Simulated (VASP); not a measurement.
An input for Ansatz (written as the equivalent of a VASP run, and not itself run):

Ansatz 0.2 input:
```yaml
crystal:
  lattice:
    - [2.9223000, 0.0000000, 0.0000000]
    - [-1.4611500, 2.5307860, 0.0000000]
    - [0.0000000, 0.0000000, 4.7016600]
  atoms:
    - { symbol: Ag, position: [0.3333330, 0.6666670, 0.2500000] }
    - { symbol: Ag, position: [0.6666670, 0.3333330, 0.7500000] }
kpoints:
  mp_grid: { grid: [10, 10, 6] }
hamiltonian:
  xc: pbesol
  pseudopotentials: { kind: paw }
scf:
  occupations: { method: gaussian, width: 0.05 }
  max_iter: 100
output: { forces: true, stress: true, eigenvalues: true }
```

Q: Write the VASP files for the same calculation (PBEsol).

A: One answer among several that fit: 
**POSCAR**
```
Ag
2.92230
  1.0000000000   0.0000000000   0.0000000000
 -0.5000000000   0.8660253910   0.0000000000
  0.0000000000   0.0000000000   1.6088902577
Ag
2
Cartesian
 -0.0000005000   0.5773505493   0.4022225644
  0.5000005000   0.2886748416   1.2066676933
```

### INCAR
```
# general
SYSTEM  = Ag
PREC    = Accurate
ENCUT   = 300
LREAL   = .FALSE.
LASPH   = .TRUE.

# electronic loop
EDIFF   = 1E-6
NELM    = 100
ALGO    = Normal
LMAXMIX = 4

# smearing
ISMEAR  = 0
SIGMA   = 0.05

# functional
GGA     = PS

# ions
ISIF    = 2

# output
LWAVE   = .FALSE.
LCHARG  = .FALSE.
```

**KPOINTS**
```
Automatic mesh
0
Gamma
10 10 6
0 0 0
```

POTCAR, in this order: Ag (PBE.64 set). Program: vasp_std.

The two are equivalent in intent, not identical: each code has its own PAW files, so the cut-off isn't converted (ENCUT is set for VASP's; basis.ecutwfc is left out, and Ansatz then takes the one that its files recommend); Ansatz stops its SCF on the density residual and VASP on the energy change (EDIFF).

The structure comes from a computed database's Ag entry (P6_3/mmc); how it stands against other phases isn't given here. The cell was not relaxed at this level.
